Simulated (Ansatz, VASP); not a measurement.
# PW: VASP beside Ansatz, part 2 of 2

Aim: how closely do two programs agree when they are given the same cell, functional and k mesh? The cell is taken from a series of runs on this material, whose earlier steps may have relaxed, scaled, displaced or heated it; both programs get it as it stands.

VASP 6.6.1 and Ansatz 0.2.0.

So far: Set-up; VASP: relaxation of cell and atoms, LDA, pair 1; Ansatz: relaxation of cell and atoms, LDA, pair 1.

## 4. Differences

Known differences besides the potentials themselves: the two LDA forms differ slightly; the data sets hold 76 valence electrons in Ansatz (on its PAW soft_1 files) and 44 in VASP; the cutoff is 420 eV in Ansatz and 600 eV in VASP; VASP's log shows a relativistic correction to its local exchange, Ansatz's none; Ansatz adds a Pulay correction to the stress that steers its cell, VASP none. Total energies have different zeros and are not compared.

Compared:

| quantity | Ansatz | VASP | difference |
| --- | --- | --- | --- |
| volume (Å³) | 112.54 | 112.50 | +0.04 % |
| edge a after relaxation, in the typed setting (Å) | 5.661 | 5.660 | +0.02 % |
| edge b after relaxation, in the typed setting (Å) | 3.212 | 3.210 | +0.06 % |
| edge c after relaxation, in the typed setting (Å) | 6.190 | 6.192 | -0.04 % |

## 5. Ansatz: relaxation of cell and atoms, LDA, pair 2

The relaxed volume is the usual yardstick between codes: in a stiff, nearly cubic crystal its relative difference is about their pressure difference at one cell divided by the bulk modulus.

The cell is taken from a series of runs on this material, whose earlier steps may have relaxed, scaled, displaced or heated it; both programs get it as it stands.

File input.yaml:

```yaml
crystal:
  lattice:
    - [5.6684525478, 0.0, 0.0]
    - [0.0, 3.2215185584, 0.0]
    - [0.0, 0.0, 6.1738156023]
  atoms:
    - { symbol: P, position: [0.8170206392, 0.75, 0.5656273416] }
    - { symbol: P, position: [0.1829793608, 0.25, 0.4343726584] }
    - { symbol: P, position: [0.6829793608, 0.25, 0.0656273416] }
    - { symbol: P, position: [0.3170206392, 0.75, 0.9343726584] }
    - { symbol: W, position: [-0.0135588934, 0.75, 0.1878495832] }
    - { symbol: W, position: [0.0135588934, 0.25, 0.8121504168] }
    - { symbol: W, position: [0.5135588934, 0.25, 0.6878495832] }
    - { symbol: W, position: [0.4864411066, 0.75, 0.3121504168] }
kpoints:
  mp_grid: { grid: [6, 8, 4] }
hamiltonian:
  xc: lda
  pseudopotentials: { kind: paw, azcp: { folder: soft_1 }, xc_functional: pbe }
scf:
  occupations: { method: gaussian, width: 0.1 }
output:
  forces: true
  stress: true
  eigenvalues: true
relax:
  adjacent_minimum: "off"
  f_tol: 0.005
  max_steps: 80
  cell: { stress_tol: 0.05 }
```

Command:

```sh
$ ansatz run input.yaml --threads 8 --pin off --max-ram 20480MiB --backend cpu --events-out ev --progress --plain --runs-dir out
```

Numbers of over 12 decimals in the logs are rounded to 6 here.

The log of the run:

```text
[...]
Crystal: 8 atoms, lattice volume = 112.740 Å³
Basis set: ecut = 420 eV, 2209 PW (Γ)
Bands: 46, of which v1, the nominal top of the filled ones, is band 38 counted from 1 (37 counted from 0)
Symmetry: 8 space group operations
[...]
k-points: 60 of 192
[...]
- [0.0, 0.0, 6.186893]
  atoms:
    - { symbol: P, position: [0.817797, 0.75, 0.565286] }
    - { symbol: P, position: [0.182203, 0.250000, 0.434714] }
    - { symbol: P, position: [0.682203, 0.250000, 0.065286] }
    - { symbol: P, position: [0.317797, 0.75, 0.934714] }
    - { symbol: W, position: [-0.013387, 0.75, 0.188165] }
    - { symbol: W, position: [0.013387, 0.250000, 0.811835] }
    - { symbol: W, position: [0.513387, 0.250000, 0.688165] }
    - { symbol: W, position: [0.486613, 0.75, 0.311835] }
[key lines of the parts left out:]
SCF converged after 7 iterations
Free energy (F): -43430.515812 eV
Fermi energy:    18.429927 eV
P = ⅓ Tr σ = -0.0072 GPa (-0.072 kbar)
```

## 6. VASP: relaxation of cell and atoms, LDA, pair 2

The same cell, functional (in two slightly different forms), mesh and smearing now go to VASP, with its own data sets.

File INCAR:

```
SYSTEM = PW
PREC = Accurate
ENCUT = 600
EDIFF = 1E-07
NELM = 120
ISMEAR = 0
SIGMA = 0.1
LREAL = .FALSE.
ALGO = Normal
GGA = CA
NBANDS = 30
LASPH = .TRUE.
LORBIT = 11
LWAVE = .FALSE.
LCHARG = .FALSE.
ISIF = 3
IBRION = 2
NSW = 80
EDIFFG = -0.005
GGA_COMPAT = .FALSE.
NELMIN = 4
KPAR = 2
```

File POSCAR:

```
PW
1.0
    5.6684530000      0.0000000000      0.0000000000
    0.0000000000      3.2215190000      0.0000000000
    0.0000000000      0.0000000000      6.1738160000
P W
4 4
Direct
    0.8170206227      0.7499999224      0.5656273203
    0.1829793773      0.2500000776      0.4343726797
    0.6829792891      0.2500000776      0.0656273203
    0.3170205345      0.7499999224      0.9343725177
    0.9864410978      0.7499999224      0.1878496217
    0.0135589022      0.2500000776      0.8121503783
    0.5135588140      0.2500000776      0.6878494597
    0.4864410096      0.7499999224      0.3121503783
```

File KPOINTS:

```
Automatic mesh
0
Gamma
6 8 4
0 0 0
```

The projector-augmented-wave data sets are P and W (LDA family, release 64).

Command:

```sh
$ mpirun -np 2 vasp_std
```

The log of the run:

```text
[... set-up lines as in an earlier step ...]
 entering main loop
       N       E                     dE             d eps       ncg     rms          rms(c)
DAV:   1     0.180018595143E+03    0.18002E+03   -0.21506E+04  3600   0.148E+03
DAV:   2    -0.696757587506E+02   -0.24969E+03   -0.23917E+03  4250   0.299E+02
DAV:   3    -0.879512296876E+02   -0.18275E+02   -0.17575E+02  5072   0.681E+01
DAV:   4    -0.884046533457E+02   -0.45342E+00   -0.44886E+00  4802   0.106E+01
[...]
DAV:  14    -0.848432603339E+02   -0.26054E-06   -0.44153E-06  4762   0.953E-03    0.451E-03
DAV:  15    -0.848432602146E+02    0.11929E-06   -0.45397E-07  4164   0.315E-03    0.109E-03
DAV:  16    -0.848432602159E+02   -0.12697E-08   -0.79926E-08  2646   0.132E-03
   1 F= -.84843260E+02 E0= -.84836355E+02  d E =-.848433E+02
[... from here on, the cycles between the ionic steps are left out ...]
   2 F= -.84845058E+02 E0= -.84838006E+02  d E =-.179812E-02
   3 F= -.84845069E+02 E0= -.84838029E+02  d E =-.180841E-02
   4 F= -.84845577E+02 E0= -.84838440E+02  d E =-.508137E-03
   5 F= -.84845616E+02 E0= -.84838442E+02  d E =-.547546E-03
   6 F= -.84845363E+02 E0= -.84838053E+02  d E =0.253118E-03
   7 F= -.84845714E+02 E0= -.84838492E+02  d E =-.975868E-04
   8 F= -.84845724E+02 E0= -.84838513E+02  d E =-.975318E-05
 trial-energy change:   -0.000010  1 .order   -0.000010   -0.000016   -0.000004
 step:   1.1161(harm=  1.1161)  dis= 0.00035  next Energy=   -84.845724 (dE=-0.101E-04)
 reached required accuracy - stopping structural energy minimisation
```

From OUTCAR (step 6):

```text
  Total       -0.0003220      0.0040871     -0.0085420      0.0000000      0.0000000      0.0000000
  in kB       -0.0045860      0.0582007     -0.1216399      0.0000000      0.0000000      0.0000000
  external PRESSURE =      -0.0226751 kB  Pullay stress =       0.0000000 kB

 POSITION                                       TOTAL-FORCE (eV/Angst)
 -----------------------------------------------------------------------------------
      4.63316      2.40748      3.49763         0.002303     -0.000000      0.001055
      1.02940      0.80249      2.69223        -0.002303      0.000000     -0.001055
      3.86067      0.80249      0.40270        -0.002303      0.000000      0.001055
      1.80188      2.40748      5.78717         0.002303     -0.000000     -0.001055
      5.58668      2.40748      1.16404        -0.002281      0.000000     -0.000995
      0.07588      0.80249      5.02583         0.002281     -0.000000      0.000995
      2.90715      0.80249      4.25897         0.002281      0.000000     -0.000995
      2.75540      2.40748      1.93089        -0.002281     -0.000000      0.000995
 -----------------------------------------------------------------------------------
    total drift:                                0.000432     -0.000218     -0.000031

  FREE ENERGIE OF THE ION-ELECTRON SYSTEM (eV)
  ---------------------------------------------------
  free  energy   TOTEN  =       -84.8457235079 eV

  energy  without entropy=      -84.8313027028  energy(sigma->0) =      -84.83851311

[... 2 parts as in an earlier step ...]

[... 2 further parts left out ...]
[key lines of the parts left out:]
E-fermi :   9.7731
```

## 7. Side by side

What differs besides the data sets and the points named for the pairs above, as far as they apply: the data sets hold 76 valence electrons in Ansatz (on its PAW soft_1 files) and 44 in VASP. Total energies have different zeros and are not compared.

Both answers:

| quantity | Ansatz | VASP | difference |
| --- | --- | --- | --- |
| volume (Å³) | 112.56 | 112.51 | +0.04 % |
| edge a after relaxation, in the typed setting (Å) | 5.664 | 5.663 | +0.03 % |
| edge b after relaxation, in the typed setting (Å) | 3.212 | 3.210 | +0.06 % |
| edge c after relaxation, in the typed setting (Å) | 6.187 | 6.190 | -0.05 % |

## 8. Summary of results

| Item | Value |
| --- | --- |
| difference in edge b after relaxation, in the typed setting (relaxation of cell and atoms, LDA, pair 1) | 0.059 % |
| difference in edge b after relaxation, in the typed setting (relaxation of cell and atoms, LDA, pair 2) | 0.062 % |

**Reading.** The difference in edge b after relaxation, in the typed setting is 0.062 % (relaxation of cell and atoms, LDA, pair 2), within the 1.2 % picked in this series as the mark of a large difference, as far as the stopping tolerances let one tell. The data sets hold unlike numbers of valence electrons (76 in Ansatz and 44 in VASP), so part of the differences comes from the potentials. Such differences can come from data sets, numerical settings and the points named under the comparisons, not from the functional's error against experiment.

[Lines on the potential files, build, host, timing and source positions are cut from VASP's logs without a mark.]

[Logs are printed without paths, hosts, clocks, repeated set-up lines and the standing remarks that a program may print on its own settings, such as how far it seeks lower states.]

[Hosts, paths, dates, database ids (printed as entryN), source tags and the programs' standing remarks are cut or masked in the printed files.]
